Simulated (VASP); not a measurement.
Output of a VASP run:

### OSZICAR
```
...
DAV:   2    -0.128880010589E+02   -0.72631E-02   -0.89200E-02  2136   0.265E+00    0.203E-01
DAV:   3    -0.128874858046E+02    0.51525E-03   -0.11908E-03  1832   0.376E-01    0.125E-01
DAV:   4    -0.128872237436E+02    0.26206E-03   -0.46106E-04  2216   0.308E-01    0.164E-02
DAV:   5    -0.128872299215E+02   -0.61779E-05   -0.12622E-04  1712   0.127E-01    0.853E-03
DAV:   6    -0.128872283283E+02    0.15932E-05   -0.70663E-06  2000   0.290E-02    0.444E-03
DAV:   7    -0.128872282403E+02    0.87946E-07   -0.10072E-06  1544   0.745E-03    0.191E-03
DAV:   8    -0.128872280861E+02    0.15423E-06   -0.24243E-07  1232   0.477E-03    0.385E-04
DAV:   9    -0.128872282438E+02   -0.15770E-06   -0.46738E-08   896   0.372E-03    0.210E-04
DAV:  10    -0.128872282563E+02   -0.12537E-07   -0.14345E-08   864   0.112E-03
   2 F= -.12887228E+02 E0= -.12887228E+02  d E =-.786936E-02
       N       E                     dE             d eps       ncg     rms          rms(c)
DAV:   1    -0.128855846161E+02    0.16436E-02   -0.12814E+00  1672   0.704E+00    0.331E-01
DAV:   2    -0.128892882314E+02   -0.37036E-02   -0.45690E-02  2120   0.192E+00    0.145E-01
DAV:   3    -0.128890226810E+02    0.26555E-03   -0.63050E-04  1776   0.276E-01    0.887E-02
DAV:   4    -0.128888910599E+02    0.13162E-03   -0.24533E-04  2192   0.225E-01    0.124E-02
DAV:   5    -0.128888936824E+02   -0.26224E-05   -0.69371E-05  1688   0.960E-02    0.647E-03
DAV:   6    -0.128888925022E+02    0.11802E-05   -0.40456E-06  2048   0.217E-02    0.337E-03
DAV:   7    -0.128888924408E+02    0.61410E-07   -0.49274E-07  1376   0.546E-03
   3 F= -.12888892E+02 E0= -.12888892E+02  d E =-.953355E-02
       N       E                     dE             d eps       ncg     rms          rms(c)
DAV:   1    -0.129004420814E+02   -0.11550E-01   -0.51823E-01  1496   0.606E+00    0.609E-01
DAV:   2    -0.128946665742E+02    0.57755E-02   -0.21497E-02  1816   0.187E+00    0.373E-01
DAV:   3    -0.128914734478E+02    0.31931E-02   -0.35660E-03  2008   0.730E-01    0.100E-01
DAV:   4    -0.128913308961E+02    0.14255E-03   -0.86957E-04  2120   0.260E-01    0.270E-02
DAV:   5    -0.128913268855E+02    0.40106E-05   -0.20564E-04  1576   0.125E-01    0.867E-03
DAV:   6    -0.128913248471E+02    0.20384E-05   -0.16053E-05  1872   0.398E-02    0.321E-03
DAV:   7    -0.128913253019E+02   -0.45479E-06   -0.33448E-06  1816   0.139E-02    0.227E-03
DAV:   8    -0.128913252150E+02    0.86851E-07   -0.52760E-07  1288   0.532E-03
   4 F= -.12891325E+02 E0= -.12891325E+02  d E =-.243277E-02
       N       E                     dE             d eps       ncg     rms          rms(c)
DAV:   1    -0.129193466072E+02   -0.28021E-01   -0.14952E+00  1496   0.103E+01    0.103E+00
DAV:   2    -0.129025988587E+02    0.16748E-01   -0.60908E-02  1784   0.306E+00    0.633E-01
DAV:   3    -0.128933288051E+02    0.92701E-02   -0.10702E-02  2040   0.117E+00    0.163E-01
DAV:   4    -0.128929618950E+02    0.36691E-03   -0.22071E-03  2056   0.421E-01    0.449E-02
DAV:   5    -0.128929518787E+02    0.10016E-04   -0.48274E-04  1584   0.191E-01    0.123E-02
DAV:   6    -0.128929479362E+02    0.39425E-05   -0.37300E-05  1824   0.577E-02    0.501E-03
DAV:   7    -0.128929488483E+02   -0.91213E-06   -0.67114E-06  1824   0.208E-02    0.358E-03
DAV:   8    -0.128929486289E+02    0.21936E-06   -0.16164E-06  1528   0.859E-03    0.799E-04
DAV:   9    -0.128929485390E+02    0.89910E-07   -0.14764E-07  1024   0.446E-03
   5 F= -.12892949E+02 E0= -.12892949E+02  d E =-.405610E-02
```

### OUTCAR
```
------------------------ aborting loop because EDIFF is reached ----------------------------------------
  FORCE on cell =-STRESS in cart. coord.  units (eV):
  Direction    XX          YY          ZZ          XY          YZ          ZX
  --------------------------------------------------------------------------------------
  Total       -0.2045071     -0.2045071     -0.2104153      0.0000000     -0.0000000      0.0000000
  in kB       -3.7250796     -3.7250796     -3.8326978      0.0000000     -0.0000000      0.0000000
  external PRESSURE =      -3.7609523 kB  Pullay stress =       0.0000000 kB
  volume of cell :       87.96
      direct lattice vectors                 reciprocal lattice vectors
     3.967149703  0.000000000  0.000000000     0.252070145  0.000000000  0.000000000
     0.000000000  3.967149703 -0.000000000     0.000000000  0.252070145 -0.000000000
     0.000000000  0.000000000  5.588897647     0.000000000  0.000000000  0.178926161
 POSITION                                       TOTAL-FORCE (eV/Angst)
 -----------------------------------------------------------------------------------
      1.98357      0.00000      4.40916         0.000000      0.000000      0.004430
      0.00000      1.98357      1.17974         0.000000     -0.000000     -0.004430
      1.98357      1.98357     -0.00000         0.000000      0.000000      0.000000
      0.00000      0.00000      5.58890         0.000000     -0.000000      0.000000
 -----------------------------------------------------------------------------------
    total drift:                                0.000000      0.000000      0.000000
  FREE ENERGIE OF THE ION-ELECTRON SYSTEM (eV)
  ---------------------------------------------------
  free  energy   TOTEN  =       -12.8929485390 eV

  energy  without entropy=      -12.8929485390  energy(sigma->0) =      -12.89294854

 reached required accuracy - stopping structural energy minimisation
```
(Selected blocks of OUTCAR.)

File POSCAR:
```
SnO
1
    4.0080634504     0.0000000000     0.0000000000
    0.0000000000     4.0080634504     0.0000000000
    0.0000000000     0.0000000000     5.4753786529
Sn O
2 2
Direct
  0.5000000000   0.0000000000   0.7833672441
  0.0000000000   0.5000000000   0.2166327559
  0.5000000000   0.5000000000   0.0000000000
  0.0000000000   0.0000000000   0.0000000000
```

**Question.** Reconstruct the remaining input files.

**Answer.** Several could match; the one computed here: the input of the run itself, vdW-DF2, plane waves, VASP's PBE PAW potentials (set 64).

File KPOINTS:
```
K-points
0
Gamma
 6 6 4
0 0 0
```

### INCAR
```
AGGAC=0.0
ALGO=Normal
EDIFF=1E-7
EDIFFG=-0.01
ENCUT=520
GGA=ML
IBRION=2
ISIF=4
ISMEAR=0
LASPH=.TRUE.
LCHARG=.FALSE.
LMAXMIX=4
LREAL=.FALSE.
LUSE_VDW=.TRUE.
LWAVE=.FALSE.
NELM=100
NSW=30
PREC=Accurate
SIGMA=0.05
SYSTEM=SnO
ZAB_VDW=-1.8867
```

POTCAR, in this order: Sn_d O (PBE.64 set). Program: vasp_std.

The compound is SnO in the litharge structure. This cell is one point of a volume scan, at 1.03 of the reference volume. Symmetry was kept, so distortions that lower it aren't found.
